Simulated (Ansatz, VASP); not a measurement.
# Mg15Sn: VASP beside Ansatz, part 2 of 2

Aim: how closely do two programs agree when they are given the same cell, functional and k mesh? The cell is taken from a series of runs on this material, whose earlier steps may have relaxed, scaled, displaced or heated it; both programs get it as it stands.

VASP 6.6.1 and Ansatz 0.2.0.

So far. Step 2 (VASP: single point, LDA): The run ends at a pressure of -0.35 GPa, with forces up to 0.0074 eV/Å.

### 3. Ansatz: single point, LDA

Level of this step: Ansatz beside VASP: Kohn-Sham DFT, plane waves, LDA (Ansatz).

Ansatz runs on its default PAW (the set named soft_2) files.

The same cell, functional (in two slightly different forms), mesh and smearing now go to Ansatz, which takes its cutoff from its data sets.

input.yaml

```yaml
crystal:
  lattice:
    - [-4.6737008036, 2.6983624171, 5.0926911277]
    - [-4.6737008036, 2.6983624171, -5.0926911277]
    - [-3.1480237177, -5.4525370225, 5.0926911277]
  atoms:
    - { symbol: Mg, position: [0.8745997586, 0.6257918231, 0.7480072507] }
    - { symbol: Mg, position: [0.3777845724, 0.1226070093, 0.7480072507] }
    - { symbol: Mg_h, position: [0.2520074427, 0.7520074427, 0.5] }
    - { symbol: Mg, position: [0.7520074427, 0.2520074427, 0.5] }
    - { symbol: Mg, position: [0.6226070093, 0.8777845724, 0.2519927493] }
    - { symbol: Mg_h, position: [0.1257918231, 0.3745997586, 0.2519927493] }
    - { symbol: Mg, position: [0.4997043702, 0.5000386147, 0.0] }
    - { symbol: Mg, position: [3.86147e-05, -0.0002956298, 0.0] }
    - { symbol: Mg, position: [0.3331673503, 0.3346233172, 0.5014559669] }
    - { symbol: Mg, position: [0.8346233172, 0.8331673503, 0.4985440331] }
    - { symbol: Mg, position: [0.7072298754, 0.4580798676, 0.2508499922] }
    - { symbol: Mg, position: [0.2052480753, 0.9599933284, 0.2547452531] }
    - { symbol: Sn_h, position: [0.0821358751, 0.5821358751, 0.0] }
    - { symbol: Mg, position: [0.5816479434, 0.0816479434, 0.0] }
    - { symbol: Mg, position: [0.9580798676, 0.2072298754, 0.7491500078] }
    - { symbol: Mg_h, position: [0.4599933284, 0.7052480753, 0.7452547469] }
kpoints:
  mp_grid: { grid: [4, 4, 4] }
scf:
  occupations: { method: fermi_dirac, width: 0.08 }
  n_extra_bands: 16
hamiltonian:
  xc: lda
  pseudopotentials: { kind: paw }
output:
  forces: true
  core_levels:
    shells: { Mg_h: "2p", Sn_h: "3d" }
    counted_from: fermi_level
    add_spin: false
```

The run is started by

```bash
$ ansatz run input.yaml --threads 4 --pin off --max-ram 14336MiB --backend cpu --events-out ev --progress --plain --runs-dir out
```

Numbers of over 12 decimals in the logs are rounded to 6 here.

Log:

```text
scf.n_extra_bands = 16 over 82 filled bands (N_el = 164.0): the run solves 98 bands
Engine: ansatz 0.2.0, aarch64-unknown-linux-gnu
Pseudopotentials: kind: paw
Pseudopotential: Mg, paw, valence charge 10, recommended cutoff 420 eV (normal), Mg.paw.azcp
Pseudopotential: Sn, paw, valence charge 14, recommended cutoff 420 eV (normal), Sn.paw.azcp
Functional definition: SPW92
  exchange = slater_x
  correlation = pw_c
Crystal: 16 atoms, lattice volume = 346.079 Å³
Basis set: ecut = 420 eV, 6767 PW (Γ)
Bands: 98, of which v1, the nominal top of the filled ones, is band 82 counted from 1 (81 counted from 0)
Symmetry: 1 space group operations
Space group: P1 (ITA 1), of the structure as read, at distance tolerance 7.0e-5 Å
k-points: 36 of 64 (time reversal used)
Non-local potential: Mg, projectors of the file, l = 0: 3, l = 1: 2, l = 2: 1
Non-local potential: Sn, projectors of the file, l = 0: 2, l = 1: 2, l = 2: 2, l = 3: 2
PAW form: soft (Blöchl's): semilocal exchange-correlation on the pseudo side does not see the compensation charge
PAW frozen core: Mg, regenerated for the run's functional, and the local potential with it (the file was generated under x = pbe(κ = 0.804, μ = 0.219515), c = pbe(β = 0.066725))
PAW frozen core: Sn, regenerated for the run's functional, and the local potential with it (the file was generated under x = pbe(κ = 0.804, μ = 0.219515), c = pbe(β = 0.066725))
PAW one-centre angular grid: Mg, 110 points (default); XC on 64 Gauss nodes
PAW one-centre angular grid: Sn, 590 points (default); XC on 64 Gauss nodes
Initial density: superposition of atomic densities (neutral atoms: chi_scale 0, normalization atom), corrected by the library's trained network
Initial wavefunctions: pseudopotential atomic-orbital guess
Functional: x = slater, c = lda
SCF iter   1: F=—  HF=-34404.212924 eV  |F-HF|=—  |Δ(HF+E_count)|=         —  Δρ=6.95e-3  dr2=1.00e-1  ethr=1.77e-3  ⟨swp⟩=9.9  Hψ=15263  notcnv=0  defer=36
preconditioner: auto → Kerker (q_TF=auto, 2.409 Å⁻¹)  [metal: Δε(μ)=0.082 eV  Ē_g=5.298 eV  σ=0.080 eV  W_gap=0.25  n_scr=78 (ndim 8)  ℏωp=11.6 eV  f_vac=0.000  D(μ)=5.73/eV (n_scr^D=34)]
SCF iter   2: F=—  HF=-34404.151083 eV  |F-HF|=—  |Δ(HF+E_count)|=   6.18e-2  Δρ=2.82e-3  dr2=2.99e-2  ethr=6.10e-5  ⟨swp⟩=2.0  Hψ=7502  notcnv=0  defer=67
SCF iter   3: F=—  HF=-34404.144005 eV  |F-HF|=—  |Δ(HF+E_count)|=   7.08e-3  Δρ=8.01e-4  dr2=5.26e-3  ethr=1.82e-5  ⟨swp⟩=3.0  Hψ=6531  notcnv=0  defer=67
SCF iter   4: F=—  HF=-34404.143100 eV  |F-HF|=—  |Δ(HF+E_count)|=   9.04e-4  Δρ=1.45e-4  dr2=9.12e-5  ethr=3.21e-6  ⟨swp⟩=2.0  Hψ=4045  notcnv=0  defer=67
SCF iter   5: F=—  HF=-34404.143029 eV  |F-HF|=—  |Δ(HF+E_count)|=   7.13e-5  Δρ=2.52e-5  dr2=3.13e-6  ethr=5.56e-8  ⟨swp⟩=2.0  Hψ=4314  notcnv=0  defer=67
SCF iter   6: F=—  HF=-34404.143028 eV  |F-HF|=—  |Δ(HF+E_count)|=   7.68e-7  Δρ=6.66e-6  dr2=2.15e-7  ethr=1.91e-9  ⟨swp⟩=2.0  Hψ=6008  notcnv=0  defer=67
SCF iter   7: F=-34404.143028 eV  HF=-34404.143028 eV  |F-HF|=2.62e-8  |Δ(HF+E_count)|=   7.63e-8  Δρ=2.43e-6  dr2=2.86e-8  ethr=6.10e-11  ⟨swp⟩=10.9  Hψ=15175  notcnv=0
SCF 1 converged in 7 iterations: F = -34404.143028 eV  dr2 = 2.86e-8
  greatest PAW one-centre occupation: 1.000 electrons in one spin orbital (limit 2), on the Mg atom at site 2 (counted from 0), in its partial waves of l = 1
── core hole 1/4: 2p of Mg_h 2 ──
── 2p of Mg_h 2: 49.706 eV over the cell without the hole, in 9 iterations ──
── core hole 2/4: 2p of Mg_h 5 ──
── 2p of Mg_h 5: 49.800 eV over the cell without the hole, in 9 iterations ──
── core hole 3/4: 3d of Sn_h 12 ──
── 3d of Sn_h 12: 484.438 eV over the cell without the hole, in 9 iterations ──
── core hole 4/4: 2p of Mg_h 15 ──
── 2p of Mg_h 15: 49.785 eV over the cell without the hole, in 9 iterations ──
SCF converged after 7 iterations
Free energy (F): -34404.143028 eV
Harris-Foulkes:  -34404.143028 eV  (|F-HF|=2.62e-8)
Internal energy: -34404.017994 eV  (E = F + TS)
E sigma→0 (E₀):  -34404.080511 eV
Entropy (-TS):   -0.125034 eV (-7.815 meV/atom)
Fermi energy:    6.504081 eV
--- Per-component energies (eV) ---
  E_band       = -5358.784336
  E_kinetic    = 1323.770859
  E_local      = -24722.513520  (includes V_loc(G=0)·N_el)
  E_nonlocal   = 1421.486539
  E_hartree    = 9029.863034
  E_xc         = -806.618130
  E_vxc        = -654.523058  (∫ρ·V_xc dr)
  E_paw        = -8064.511717  (= ΣΔE_a)
  E_vpaw       = -786.737028  (= ΣTr[D̂ρ^β])
  E_aug_tail   = 0.000005  (compensation charges beyond the density's cutoff)
  E_ewald      = -12588.177153
  E_core_change = 2.682089  (= ΣΔE_core)
  E_smearing   = -0.125034  (= −TS)
  E_closure    = -0.000000  (closes the sum)
  Σ components = -34404.143028   (vs F -34404.143028, Δ=0.00e0)
--- Forces (eV/Å), atoms counted from 1 ---
  atom   1  Mg      -0.00340238    -0.00027790     0.00214617
  atom   2  Mg      -0.00340254    -0.00027790    -0.00214638
  atom   3  Mg_h    -0.00022543     0.00013041    -0.00000005
  atom   4  Mg      -0.00022555     0.00013035    -0.00000001
  atom   5  Mg      -0.00146042     0.00308550     0.00214617
  atom   6  Mg_h    -0.00146054     0.00308559    -0.00214633
  atom   7  Mg      -0.00122945     0.00070964    -0.00316631
  atom   8  Mg      -0.00122949     0.00070968     0.00316618
  atom   9  Mg      -0.00052181    -0.00358264     0.00000002
  atom  10  Mg       0.00284185     0.00224350     0.00000008
  atom  11  Mg       0.00153296     0.00346426    -0.00000004
  atom  12  Mg       0.00509535    -0.00001351     0.00000007
  atom  13  Sn_h     0.00138111    -0.00079712    -0.00000123
  atom  14  Mg       0.00194546    -0.00112344     0.00000001
  atom  15  Mg      -0.00223364    -0.00305976    -0.00000003
  atom  16  Mg_h     0.00255937    -0.00440595     0.00000010
  max |Σ_I F_I| component: 3.51e-5 eV/Å
--- Band table (eV; the first three rows and the last of 36) ---
  k-point 0: bands = [... 78 lower, 4.4295, 4.9846, 6.9288, 7.2292, 7.4689, 7.6160, 7.7620, 8.1414, ... 12 higher]
  k-point 1: bands = [... 78 lower, 4.8602, 5.1745, 5.7765, 6.0220, 6.3933, 6.6884, 7.3110, 7.5578, ... 12 higher]
  k-point 2: bands = [... 78 lower, 5.2875, 5.3927, 5.4583, 5.5514, 5.9210, 5.9588, 5.9603, 6.0106, ... 12 higher]
  k-point 35: bands = [... 78 lower, 5.9021, 6.1157, 6.7014, 6.7366, 6.7369, 6.7425, 6.7579, 6.7908, ... 12 higher]
--- Core levels from the Fermi level (as output.core_levels.counted_from types it; a hole's nearest image at 7.4 Å) ---
  the holes have no spin, as output.core_levels.add_spin types it
  atom         alike  shell      binding/eV   shift/eV difference/eV images/eV   SCF
  Mg_h 2           1     2p          49.706     +0.000        49.706         –     9
  Mg_h 5           1     2p          49.800     +0.094        49.800         –     9
  Sn_h 12          1     3d         484.438     +0.000       484.438         –     9
  Mg_h 15          1     2p          49.785     +0.078        49.785         –     9
  the dataset of Mg_h with a 2p hole: scattering error 0.005 eV (0.000 eV in the local channel); free atom: scalar-relativistic, large and small components
  the two lines of Mg_h's 2p: 2p1/2 +0.179 eV and 2p3/2 -0.090 eV off its levels, 1 : 2 in strength
  the dataset of Sn_h with a 3d hole: scattering error 0.004 eV; free atom: scalar-relativistic, large and small components
  the two lines of Sn_h's 3d: 3d3/2 +5.041 eV and 3d5/2 -3.361 eV off its levels, 2 : 3 in strength
```

The column dr2 measures how far the density is from self-consistency, as an energy; F and HF (Harris–Foulkes) agree once it is small.

### 4. Differences

Known differences besides the potentials themselves: the data sets hold 164 valence electrons in Ansatz (on its default PAW (the set named soft_2) files) and 44 in VASP; the cutoff is 420 eV in Ansatz and 520 eV in VASP; VASP's log shows a relativistic correction to its local exchange, Ansatz's none. Total energies have different zeros and are not compared.

At this near-relaxed geometry the largest component of a force difference is 4 meV/Å.

### 5. Results

```yaml
r_m_s_force_difference_single_point_lda: 1.6 meV/Å
```

What this shows: The r.m.s. force difference is 1.6 meV/Å (single point, LDA), within the 12 meV/Å picked in this series as the mark of a large difference. The data sets hold unlike numbers of valence electrons (164 in Ansatz and 44 in VASP), so part of the differences comes from the potentials. 1 further run of this series is not shown here. Such differences can come from data sets, numerical settings and the points named under the comparisons, not from the functional's error against experiment.

[Lines on the potential files, build, host, timing and source positions are cut from VASP's logs without a mark.]

[Logs are printed without paths, hosts, clocks, repeated set-up lines and the standing remarks that a program may print on its own settings, such as how far it seeks lower states.]

[Hosts, paths, dates, database ids (printed as entryN), source tags and the programs' standing remarks are cut or masked in the printed files.]
